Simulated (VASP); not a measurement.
A convergence study with VASP on Cu$_{2}$O (space group Pn-3m): one setting is varied, all else stays as given below, so the limit is that of these other settings. Each run relaxes cell and ions from the cell shown. The basis is that of the starting cell, so low cut-offs carry a Pulay error.

```
Cu2O
1.0
    4.25719     0.00000     0.00000
    0.00000     4.25719     0.00000
    0.00000     0.00000     4.25719
Cu O
4 2
Cartesian
  3.19289   1.06430   3.19289
  1.06430   3.19289   3.19289
  3.19289   3.19289   1.06430
  1.06430   1.06430   1.06430
  0.00000   0.00000   0.00000
  2.12859   2.12859   2.12859
```

Level of theory: PBEsol GGA, VASP's PBE PAW potentials (set 64) (plane waves; VASP). The tightest run used: 800 eV cut-off, 6×6×6 Γ-centred mesh, Fermi-Dirac smearing of 0.010 eV, potentials Cu O.

Gaps are read on the run's mesh, which can miss a band edge.

**Question.** The settings run are ENCUT = 240; ENCUT = 280; ENCUT = 340; ENCUT = 400; ENCUT = 480; ENCUT = 600; ENCUT = 800. From which on does the relaxed volume stay within 0.1 Å³/atom of the tightest run?

**Answer.** From ENCUT = 480 on: it is off by 0.030 there and by no more than 0.1 in any finer run, while ENCUT = 400 is off by 0.246.
```json
[
 {"setting": "ENCUT = 240", "relaxed volume (Å³/atom)": "10.341", "E (eV/atom)": "-5.7357", "gap on the mesh (eV)": "0.259", "plane waves": "672", "difference judged (Å³/atom)": "2.296"},
 {"setting": "ENCUT = 280", "relaxed volume (Å³/atom)": "11.209", "E (eV/atom)": "-5.2119", "gap on the mesh (eV)": "0.662", "plane waves": "840", "difference judged (Å³/atom)": "1.428"},
 {"setting": "ENCUT = 340", "relaxed volume (Å³/atom)": "11.995", "E (eV/atom)": "-5.0477", "gap on the mesh (eV)": "0.657", "plane waves": "1108", "difference judged (Å³/atom)": "0.643"},
 {"setting": "ENCUT = 400", "relaxed volume (Å³/atom)": "12.392", "E (eV/atom)": "-5.0064", "gap on the mesh (eV)": "0.594", "plane waves": "1418", "difference judged (Å³/atom)": "0.246"},
 {"setting": "ENCUT = 480", "relaxed volume (Å³/atom)": "12.608", "E (eV/atom)": "-4.9949", "gap on the mesh (eV)": "0.555", "plane waves": "1856", "difference judged (Å³/atom)": "0.030"},
 {"setting": "ENCUT = 600", "relaxed volume (Å³/atom)": "12.626", "E (eV/atom)": "-4.9954", "gap on the mesh (eV)": "0.551", "plane waves": "2601", "difference judged (Å³/atom)": "0.011"},
 {"setting": "ENCUT = 800", "relaxed volume (Å³/atom)": "12.638", "E (eV/atom)": "-4.9963", "gap on the mesh (eV)": "0.550", "plane waves": "3984", "difference judged (Å³/atom)": "0.000"}
]
```

Left out are rungs that failed or repeat a setting and relaxations that didn't move; long series are thinned to 24 rows.

The structure is a typed Cu2O crystal (space group no. 224).
